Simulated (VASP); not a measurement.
A convergence study with VASP on CdI2 (1T layered): one setting is varied, all else stays as given below, so the limit is that of these other settings.

```xyz
3
Lattice="2.1200 -3.6719 0.0000 2.1200 3.6719 0.0000 0.0000 0.0000 6.8600" Properties=species:S:1:pos:R:3 pbc="T T T"
Cd     0.0000     0.0000     0.0000
I      2.1200     1.2240     1.7081
I      2.1200    -1.2240     5.1519
```

Level of theory: PBE GGA, VASP's PBE PAW potentials (set 64) (plane waves; VASP). The tightest run used: 550 eV cut-off, 15×15×9 Γ-centred mesh, Gaussian smearing of 0.050 eV, potentials Cd I.

Problem. The settings run are 1×1×1 mesh; 2×2×1 mesh; 3×3×2 mesh; 4×4×2 mesh; 5×5×3 mesh; 6×6×3 mesh; 7×7×4 mesh; 8×8×5 mesh; 9×9×5 mesh; 10×10×6 mesh; 11×11×6 mesh; 12×12×7 mesh; 13×13×7 mesh; 14×14×8 mesh; 15×15×9 mesh. From which on does the stress (every component) stay within 0.5 GPa of the tightest run?

Solution. From 4×4×2 mesh on: it is off by 0.21 there and by no more than 0.5 in any finer run, while 3×3×2 mesh is off by 0.92.
```
setting       E (eV/atom)  pressure (GPa)  irreducible k-points  difference judged (GPa)
------------  -----------  --------------  --------------------  -----------------------
1×1×1 mesh         1.0870           22.09                     1                    24.36
2×2×1 mesh        -1.5634            4.10                     2                     3.70
3×3×2 mesh        -1.7814            2.63                     6                     0.92
4×4×2 mesh        -1.8194            2.18                     8                     0.21
5×5×3 mesh        -1.8255            2.10                    12                     0.06
6×6×3 mesh        -1.8269            2.07                    17                     0.02
7×7×4 mesh        -1.8276            2.06                    28                     0.00
8×8×5 mesh        -1.8277            2.06                    40                     0.00
9×9×5 mesh        -1.8277            2.06                    50                     0.00
10×10×6 mesh      -1.8277            2.06                    72                     0.00
11×11×6 mesh      -1.8277            2.06                    84                     0.00
12×12×7 mesh      -1.8277            2.06                   112                     0.00
13×13×7 mesh      -1.8277            2.06                   126                     0.00
14×14×8 mesh      -1.8277            2.06                   168                     0.00
15×15×9 mesh      -1.8277            2.06                   211                     0.00
```

Left out are rungs that failed or repeat a setting and relaxations that didn't move; long series are thinned to 24 rows.

The compound is CdI2 in the 1T layered structure. The cell was not relaxed at this level.
